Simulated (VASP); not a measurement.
Here is the system:

```xyz
2
Lattice="1.3455 -2.3306 0.0000 1.3455 2.3306 0.0000 0.0000 0.0000 6.2184" Properties=species:S:1:pos:R:3 pbc="T T T"
Zn     1.3455     0.7769     1.5546
Zn     1.3455    -0.7769     4.6638
```

These are vdW-DF2, VASP's PBE PAW potentials (set 64) (plane waves; VASP) values and carry that method's errors. Settings: 520 eV cut-off, Gaussian smearing of 0.050 eV, potentials Zn.

Q: Predict the band gap (along the path) with the smallest direct gap where there is one.

A: 
```
Quantity                                                      Value
-------------------------  ----------------------------------------
band gap (along the path)  none (metal, semimetal or under 0.01 eV)
```

Only differences to runs with the same potentials and settings are physical.

The compound is Zn in the hcp structure. It was relaxed first, which changed the volume by +29 %.
